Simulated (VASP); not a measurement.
Level of theory: LDA (Ceperley-Alder, Perdew-Zunger), VASP's LDA PAW potentials (set 64) (plane waves; VASP).

A VASP calculation is set up with these files.

**KPOINTS**
```
Automatic mesh
0
Gamma
5 5 8
0 0 0
```

**POSCAR**
```
MnF2
9.5161430
  0.5000000042   0.0000000000   0.0000000000
  0.0000000000   0.5000000042   0.0000000000
  0.0000000000   0.0000000000   0.3389174971
Mn F
2 4
Direct
  0.0000000000   0.0000000000   1.0000000000
  0.5000000000   0.5000000000   0.5000000000
  0.3022480159   0.3022480159   0.0000000000
  0.8022480159   0.1977519841   0.5000000000
  0.1977519841   0.8022480159   0.5000000000
  0.6977519841   0.6977519841   1.0000000000
```

### INCAR
```
LEFG  =  .TRUE.
ALGO  =  Normal
LREAL  =  .FALSE.
LCHARG  =  .TRUE.
ISPIN  =  2
ISMEAR  =  -5   ! tetrahedra, Bloechl
SYSTEM  =  MnF2
PREC  =  Accurate
LASPH  =  .TRUE.   ! aspherical one-centre terms
EDIFF  =  1E-7   ! SCF stop (eV)
LWAVE  =  .FALSE.
LMAXMIX  =  4   ! l cut-off of mixed one-centre charges
NEDOS  =  601   ! DOS grid
ENCUT  =  520   ! plane-wave cut-off (eV)
LORBIT  =  11
ISIF  =  2
NELM  =  100
MAGMOM  =  4.4 -4.4 -0.0 2*0.0 -0.0
```

POTCAR, in this order: Mn_pv F (LDA.64 set). Program: vasp_std.

Q: What does the run give for the energy per atom (σ→0), cell moment?

A: 
| Property | Result |
|---|---|
| energy per atom (σ→0) | -6.988 eV/atom |
| cell moment | 0.00 μB |

### OSZICAR
```
...
DAV:   9    -0.419238197540E+02   -0.98976E-01   -0.64862E-02  4792   0.284E+00    0.817E-01
DAV:  10    -0.419255247528E+02   -0.17050E-02   -0.14384E-02  3952   0.773E-01    0.166E-01
DAV:  11    -0.419255732202E+02   -0.48467E-04   -0.40183E-04  4576   0.171E-01    0.636E-02
DAV:  12    -0.419255920140E+02   -0.18794E-04   -0.27447E-05  4448   0.459E-02    0.350E-02
DAV:  13    -0.419255981132E+02   -0.60992E-05   -0.81979E-06  4144   0.218E-02    0.997E-03
DAV:  14    -0.419255987315E+02   -0.61823E-06   -0.11371E-06  4560   0.936E-03    0.260E-03
DAV:  15    -0.419255987485E+02   -0.17044E-07   -0.82935E-08  2272   0.266E-03
   1 F= -.41925599E+02 E0= -.41925599E+02  d E =0.000000E+00  mag=     0.0000
```

The compound is MnF2 in the rutile structure. It was relaxed first, which changed the volume by -7 %.
